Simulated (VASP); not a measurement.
# NZnBrH2 in VASP: notebook

Aim: see how the results for NZnBrH2 move with the level of theory and the settings. Levels: PBE+TS, PBE, r2SCAN, RPBE+D3(BJ). Tasks: atomic charges, electron localisation function, single point, relaxation of the atoms.

Everything below comes from runs of VASP 6.6.1. Logs are shortened: lines on timing, memory, paths and dates and some standing lists are left out, and cuts for length are marked.

## (1) The structure

The cell holds a molecule in a box, 5 atoms: a = 13.000 Å, b = 13.000 Å, c = 12.000 Å, α = 90.00°, β = 90.00°, γ = 90.00°.

## (2) Atomic charges, PBE+TS

Contents of INCAR:

```
SYSTEM = ZnH2BrN
PREC = Accurate
ENCUT = 520
EDIFF = 1E-6
ISMEAR = 0
SIGMA = 0.01
LREAL = .FALSE.
LASPH = .TRUE.
NELM = 60
ALGO = Fast
ISIF = 2
LWAVE = .FALSE.
LCHARG = .FALSE.
GGA = PE
IVDW = 2
LORBIT = 10
```

Contents of KPOINTS:

```
regular mesh
0
G
  1 1 1
  0 0 0
```

Contents of POSCAR:

```
ZnH2BrN
1.0
   13.0000000000      0.0000000000      0.0000000000
    0.0000000000     13.0000000000      0.0000000000
    0.0000000000      0.0000000000     12.0000000000
N Zn Br H
1 1 1 2
Direct
    0.4304153800      0.5884923100      0.4700458300
    0.5109692300      0.4882307700      0.5290375000
    0.6209153800      0.3718538500      0.5959541700
    0.3810846200      0.5658000000      0.4097125000
    0.3904846200      0.6313769200      0.5254458300
```

Potentials or basis: VASP PAW PBE potentials, release 64 (N, Zn, Br, H).

Run with:

```bash
> cat potpaw_PBE.64/N/POTCAR potpaw_PBE.64/Zn/POTCAR potpaw_PBE.64/Br/POTCAR potpaw_PBE.64/H/POTCAR > POTCAR
> mpirun -np 1 vasp_gam > vasp.out
```

OUTCAR:

```text
SYSTEM = ZnH2BrN
   PREC = Accurate
   ENCUT = 520
   EDIFF = 1E-6
   ISMEAR = 0
   LREAL = .FALSE.
   LASPH = .TRUE.
   NELM = 60
   ISIF = 2
   GGA = PE
   IVDW = 2
   LORBIT = 10
  IVDW =   2

 ion  position               nearest neighbor table
   1  0.430  0.588  0.470-   5 1.01   4 1.01   2 1.82
   2  0.511  0.488  0.529-   1 1.82   3 2.23
   3  0.621  0.372  0.596-   2 2.23
   4  0.381  0.566  0.410-   1 1.01
   5  0.390  0.631  0.525-   1 1.01

  LATTYP: Found a simple tetragonal cell.
 ALAT       =    13.0000000000
 C/A-ratio  =     0.9230769231

  Lattice vectors:

 A1 = (  13.0000000000,   0.0000000000,   0.0000000000)
 A2 = (   0.0000000000,  13.0000000000,   0.0000000000)
 A3 = (   0.0000000000,   0.0000000000,  12.0000000000)

Analysis of symmetry for initial positions (statically):
=====================================================================
 Subroutine PRICEL returns:
 Original cell was already a primitive cell.

 Routine SETGRP: Setting up the symmetry group for a
 simple tetragonal supercell.

 Subroutine GETGRP returns: Found  1 space group operations
 (whereof  1 operations were pure point group operations)
 out of a pool of 16 trial point group operations.

The static configuration has the point symmetry C_1 .

Analysis of symmetry for dynamics (positions and initial velocities):
=====================================================================
 Subroutine PRICEL returns:
 Original cell was already a primitive cell.

 Routine SETGRP: Setting up the symmetry group for a
 simple tetragonal supercell.

 Subroutine GETGRP returns: Found  1 space group operations
 (whereof  1 operations were pure point group operations)
 out of a pool of 16 trial point group operations.

The dynamic configuration has the point symmetry C_1 .

 Subroutine INISYM returns: Found  1 space group operations
 (whereof  1 operations are pure point group operations),
 and found     1 'primitive' translations

----------------------------------------------------------------------------------------

                                     Primitive cell

  volume of cell :    2028.0000

  direct lattice vectors                    reciprocal lattice vectors
    13.000000000  0.000000000  0.000000000     0.076923077  0.000000000  0.000000000
     0.000000000 13.000000000  0.000000000     0.000000000  0.076923077  0.000000000
     0.000000000  0.000000000 12.000000000     0.000000000  0.000000000  0.083333333

  length of vectors
    13.000000000 13.000000000 12.000000000     0.076923077  0.076923077  0.083333333

  position of ions in fractional coordinates (direct lattice)
     0.430415380  0.588492310  0.470045830
     0.510969230  0.488230770  0.529037500
     0.620915380  0.371853850  0.595954170
     0.381084620  0.565800000  0.409712500
     0.390484620  0.631376920  0.525445830

  ion indices of the primitive-cell ions
   primitive index   ion index
                 1           1
                 2           2
                 3           3
                 4           4
                 5           5

----------------------------------------------------------------------------------------

 KPOINTS: regular mesh

Automatic generation of k-mesh.
 Grid dimensions read from file:
 generate k-points for:    1    1    1

 Generating k-lattice:

  Cartesian coordinates                     Fractional coordinates (reciprocal lattice)
     0.076923077  0.000000000  0.000000000     1.000000000  0.000000000  0.000000000
     0.000000000  0.076923077  0.000000000     0.000000000  1.000000000  0.000000000
     0.000000000  0.000000000  0.083333333     0.000000000  0.000000000  1.000000000

  Length of vectors
     0.076923077  0.076923077  0.083333333

  Shift w.r.t. Gamma in fractional coordinates (k-lattice)
     0.000000000  0.000000000  0.000000000

 Subroutine IBZKPT returns following result:
 ===========================================

 Found      1 irreducible k-points:

 Following reciprocal coordinates:
            Coordinates               Weight
  0.000000  0.000000  0.000000      1.000000
   k-points           NKPTS =      1   k-points in BZ     NKDIM =      1   number of bands    NBANDS=     17
   number of dos      NEDOS =    301   number of ions     NIONS =      5
   total plane-waves  NPLWV = 864360
   dimension x,y,z NGX =    98 NGY =   98 NGZ =   90
   dimension x,y,z NGXF=   196 NGYF=  196 NGZF=  180
   ions per type =               1   1   1   2
   NGX,Y,Z   is equivalent  to a cutoff of  12.53, 12.53, 12.47 a.u.
   NGXF,Y,Z  is equivalent  to a cutoff of  25.06, 25.06, 24.94 a.u.
 SYSTEM =  ZnH2BrN
   PREC   = accura    normal or accurate (medium, high low for compatibility)
   ISTART =      0    job   : 0-new  1-cont  2-samecut
   ICHARG =      2    charge: 1-file 2-atom 10-const
   ISPIN  =      1    spin polarized calculation?
   LNONCOLLINEAR =      F non collinear calculations
   LSORBIT =      F    spin-orbit coupling
   LASPH  =      T    aspherical Exc in radial PAW
   ENCUT  =  520.0 eV  38.22 Ry    6.18 a.u.  24.17 24.17 22.31*2*pi/ulx,y,z
   NELM   =     60;   NELMIN=  2; NELMDL= -5     # of ELM steps
   EDIFF  = 0.1E-05   stopping-criterion for ELM
   LREAL  =      F    real-space projection
   EDIFFG = 0.1E-04   stopping-criterion for IOM
   NSW    =      0    number of steps for IOM
   IBRION =     -1    ionic relax: 0-MD 1-quasi-New 2-CG
   NFREE  =      0    steps in history (QN), initial steepest desc. (CG)
   ISIF   =      2    stress and relaxation
   ISYM   =      2    0-nonsym 1-usesym 2-fastsym
   POTIM  = 0.5000    time-step for ionic-motion
   TEBEG  =    0.0;   TEEND  =   0.0 temperature during run
   PSTRESS=    0.0 pullay stress
   NELECT =      26.0000    total number of electrons
   NUPDOWN=      -1.0000    fix difference up-down
   EMIN   =  10.00;   EMAX   =-10.00  energy-range for DOS
   EFERMI =   0.00;   METHOD = LEGACY
   ISMEAR =     0;   SIGMA  =   0.01  broadening in eV -4-tet -1-fermi 0-gaus
   EFERMI_NEDOS =   21; number of points for ismear=-14 and -15
   IALGO  =     68    algorithm
   IMIX   =      4    mixing-type and parameters
     AMIX     =   0.40;   BMIX     =  1.00
     AMIX_MAG =   1.60;   BMIX_MAG =  1.00
  volume/ion in A,a.u.               =     405.60      2737.12
  Fermi-wavevector in a.u.,A,eV,Ry     =   0.383157  0.724062  1.997460  0.146809
  Thomas-Fermi vector in A             =   1.319904
   LORBIT       =     10    0 simple, 1 ext, 2 COOP (PROOUT), +10 PAW based schemes
   GGA     = PE    functional components
   LHFCALC =     F    Hartree Fock is set to
   AEXX    =    0.0000 exact exchange contribution
   IVDW    =     2    specifies the selected vdW correction
   LEPSILON=     F    determine dielectric tensor
   LRPA    =     F    only Hartree local field effects (RPA)
 non-spin polarized calculation
 RMM-DIIS sequential band-by-band and
 Gauss-broadening in eV      SIGMA  =   0.01
  energy-cutoff  :      520.00
  volume of cell :     2028.00
 maximum number of plane-waves:     27285
 NGX is ok and might be reduce to    98
   NGX = 49   NGY = 49   NGZ = 45

 number of electron      26.0000007 magnetization

 Free energy of the ion-electron system (eV)
  ---------------------------------------------------
  ext. energy  EPLUGINS =         0.00000000
  ---------------------------------------------------
  free energy    TOTEN  =       -19.12071693 eV

  energy without entropy =      -19.12071693  energy(sigma->0) =      -19.12071693

 E-fermi :  -5.8189     XC(G=0):  -0.7170

 val. band max:       -5.8650879827   @ k =   0.0000   0.0000   0.0000
 cond. band min:      -1.8159411884   @ k =   0.0000   0.0000   0.0000
 fundamental gap:      4.0491467943
 Fermi energy:        -5.8188704773

 k-point     1 :       0.0000    0.0000    0.0000
  band No.  band energies     occupation
      1     -20.5152      2.00000
      2     -19.3374      2.00000
      3     -12.3430      2.00000
      4     -12.2103      2.00000
      5     -11.7242      2.00000
      6     -11.6521      2.00000
      7     -11.6510      2.00000
      8     -10.9258      2.00000
      9      -9.0891      2.00000
     10      -8.3380      2.00000
     11      -6.9198      2.00000
     12      -6.8813      2.00000
     13      -5.8651      2.00000
     14      -1.8159      0.00000
     15      -0.7643      0.00000
     16      -0.3598      0.00000
     17      -0.0254      0.00000

------------------------ aborting loop because EDIFF is reached ----------------------------------------

  Hirshfeld charges:
            ion         q(e)
   ------------------------------
      1     N       -0.35014728
      2     Zn       0.41213393
      3     Br      -0.23227221
      4     H        0.08510168
      5     H        0.08518388

  Tkatchenko/Scheffler method for vdW energy calculation

  Number of pair interactions contributing to vdW energy:    3867

  Edisp (eV):   -0.01223

  FORCE on cell =-STRESS in cart. coord.  units (eV):
  Direction    XX          YY          ZZ          XY          YZ          ZX
  --------------------------------------------------------------------------------------
  -------------------------------------------------------------------------------------
  Total       0.00788    -0.04804     0.28174     0.14197     0.29822    -0.04979
  in kB       0.00622    -0.03795     0.22258     0.11216     0.23560    -0.03934
  external pressure =        0.06 kB  Pullay stress =        0.00 kB

 VOLUME and BASIS-vectors are now :
 -----------------------------------------------------------------------------
  energy-cutoff  :      520.00
  volume of cell :     2028.00
      direct lattice vectors                 reciprocal lattice vectors
    13.000000000  0.000000000  0.000000000     0.076923077  0.000000000  0.000000000
     0.000000000 13.000000000  0.000000000     0.000000000  0.076923077  0.000000000
     0.000000000  0.000000000 12.000000000     0.000000000  0.000000000  0.083333333

 POSITION                                       TOTAL-FORCE (eV/Angst)
 -----------------------------------------------------------------------------------
      5.59540      7.65040      5.64055         0.410022     -0.002040     -0.040341
      6.64260      6.34700      6.34845         0.037471     -0.116515      0.067201
      8.07190      4.83410      7.15145        -0.079232      0.103711     -0.055486
      4.95410      7.35540      4.91655        -0.205891     -0.153062     -0.245106
      5.07630      8.20790      6.30535        -0.162370      0.167906      0.273733
 -----------------------------------------------------------------------------------
    total drift:                               -0.000869      0.001994     -0.001910

  FREE ENERGIE OF THE ION-ELECTRON SYSTEM (eV)
  ---------------------------------------------------
  free  energy   TOTEN  =       -19.1329486648 eV

  energy  without entropy=      -19.1329486648  energy(sigma->0) =      -19.13294866

 total charge

# of ion       s       p       d       tot
------------------------------------------
    1        1.220   2.662   0.000   3.881
    2        0.633   0.430   9.777  10.840
    3        1.610   3.238   0.017   4.865
    4        0.645   0.088   0.000   0.733
    5        0.645   0.088   0.000   0.733
--------------------------------------------------
tot          4.753   6.505   9.794  21.053
```

It took 4.9 min on 1 thread of Intel Xeon Platinum 8259CL at 2.50GHz (Skylake/Cascade Lake), shared host; peak memory 1.5 GiB.

Results:

- Free energy: -19.1329 eV
- Largest force: 0.412 eV/Å
- Gap between the frontier levels: 4.05 eV
- Valence electrons inside the program's atomic spheres: N 3.88; Zn 10.84; Br 4.87; H 0.73
- Hirshfeld charges: N -0.35; Zn +0.41; Br -0.23; H +0.09 e
- Dispersion energy per atom: -0.002 eV

Forces on the atoms (eV/Å):
```
N    0.410 -0.002 -0.040
Zn   0.037 -0.117  0.067
Br  -0.079  0.104 -0.055
H   -0.206 -0.153 -0.245
H   -0.162  0.168  0.274
```

## (3) Electron localisation function, PBE

Contents of INCAR:

```
SYSTEM = ZnH2BrN
  ALGO = Fast
  EDIFF = 1E-7
  ENCUT = 520
  GGA = PE
  ISIF = 2
  ISMEAR = 0
  LASPH = .TRUE.
  LCHARG = .TRUE.
  LELF = .TRUE.
  LREAL = .FALSE.
  LWAVE = .FALSE.
  NELM = 80
  PREC = Accurate
  SIGMA = 0.01
```

Contents of KPOINTS:

```
k-points
0
G
  1 1 1
  0 0 0
```

POSCAR is that of step 2.

Potentials or basis: VASP PAW PBE potentials, release 64 (N, Zn, Br, H).

Run with:

```bash
> cat potpaw_PBE.64/N/POTCAR potpaw_PBE.64/Zn/POTCAR potpaw_PBE.64/Br/POTCAR potpaw_PBE.64/H/POTCAR > POTCAR
> mpirun -np 1 vasp_gam > vasp.out
```

Run time: 6.1 min. Hardware: 1 thread of Intel Xeon Platinum 8259CL at 2.50GHz (Skylake/Cascade Lake), shared host; peak memory 1.7 GiB.

Results (log left out):

| Quantity | Value |
| --- | --- |
| Free energy | -19.1207 eV |
| Largest force | 0.407 eV/Å |
| Gap between the frontier levels | 4.05 eV |

Forces on the atoms (eV/Å):
```
N    0.405  0.003 -0.043
Zn   0.035 -0.115  0.066
Br  -0.072  0.096 -0.051
H   -0.206 -0.153 -0.245
H   -0.162  0.168  0.273
```

Levels at points of the mesh, in eV from the valence-band top:
```tsv
k point	band 10	band 11	band 12	band 13	band 14	band 15	band 16	band 17
(0.00, 0.00, 0.00)	-2.47	-1.05	-1.02	0.00	4.05	5.10	5.51	5.84
```

PBE gaps usually lie below the measured ones, often by a third to a half.

## (4) Single point, r2SCAN

Contents of INCAR:

```
PREC = Accurate
ENCUT = 400
EDIFF = 1E-6
ISMEAR = 0
SIGMA = 0.01
LREAL = False
LASPH = True
NELM = 100
ALGO = Normal
ISIF = 2
LWAVE = False
LCHARG = False
METAGGA = R2SCAN
LMIXTAU = True
```

Contents of KPOINTS:

```
regular mesh
0
Gamma
  1 1 1
```

Contents of POSCAR:

```
ZnH2BrN
1.0
   13.0000000000      0.0000000000      0.0000000000
    0.0000000000     13.0000000000      0.0000000000
    0.0000000000      0.0000000000     12.0000000000
N Zn Br H
1 1 1 2
Cartesian
    5.5953999400      7.6504000300      5.6405499600
    6.6425999900      6.3470000100      6.3484500000
    8.0718999400      4.8341000500      7.1514500400
    4.9541000600      7.3554000000      4.9165500000
    5.0763000600      8.2078999600      6.3053499600
```

Potentials or basis: VASP PAW PBE potentials, release 64 (N_s, Zn, Br, H_s).

Run with:

```bash
> cat potpaw_PBE.64/N_s/POTCAR potpaw_PBE.64/Zn/POTCAR potpaw_PBE.64/Br/POTCAR potpaw_PBE.64/H_s/POTCAR > POTCAR
> mpirun -np 1 vasp_gam > vasp.out
```

Run time: 8.8 min. Hardware: 1 thread of Intel Xeon Platinum 8259CL at 2.50GHz (Skylake/Cascade Lake), shared host; peak memory 1.3 GiB.

The run converged. Its results:

- Free energy: -39.3274 eV
- Largest force: 0.728 eV/Å
- Gap between the frontier levels: 4.61 eV

Forces on the atoms (eV/Å):
```
N    0.657 -0.293  0.109
Zn   0.066 -0.088  0.068
Br  -0.238  0.270 -0.155
H   -0.272 -0.161 -0.362
H   -0.214  0.273  0.340
```

Levels at points of the mesh, in eV from the valence-band top:
| k point | band 9 | band 10 | band 11 | band 12 | band 13 | band 14 | band 15 | band 16 | band 17 |
| --- | --- | --- | --- | --- | --- | --- | --- | --- | --- |
| (0.00, 0.00, 0.00) | -3.21 | -2.56 | -1.14 | -1.10 | 0.00 | 4.61 | 5.69 | 6.10 | 6.32 |

Caveat: the PAW data sets were made with another functional, which shifts forces and pressure a little.

(Part 1 of 2 ends here.)
